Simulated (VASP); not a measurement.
Here is the system:

```xyz
2
Lattice="1.3861 -2.4008 0.0000 1.3861 2.4008 0.0000 0.0000 0.0000 4.4856" Properties=species:S:1:pos:R:3 pbc="T T T"
Re     1.3861     0.8003     1.1214
Re     1.3861    -0.8003     3.3642
```

Computed with PBE GGA, VASP's PBE PAW potentials (set 64) (plane waves; VASP 6.6.1). Numerical set-up: 480 eV cut-off, 14×14×8 Γ-centred mesh, first-order Methfessel-Paxton smearing of 0.10 eV, potentials Re.

Energy and stress use the plane-wave basis of the starting cell.

**Question.** The ions, cell shape and volume at an external pressure of 15.0 GPa are relaxed. What does this cell relax into?

**Answer.** 
```xyz
2
Lattice="1.3692 -2.3716 0.0000 1.3692 2.3716 0.0000 0.0000 0.0000 4.4318" Properties=species:S:1:pos:R:3 pbc="T T T"
Re     1.3692     0.7905     1.1080
Re     1.3692    -0.7905     3.3239
```
Space group P6_3/mmc (194), at a tolerance of 0.03 Å.

**Question.** How do energy and volume change from the first to the last step?

**Answer.** The energy (σ→0) changes by +24.3 meV/atom and the volume by -3.6 %, in 7 ionic steps.

The compound is Re in the hcp structure. This run relaxes it under an external pressure of 15 GPa. Symmetry was kept, so distortions that lower it aren't found.
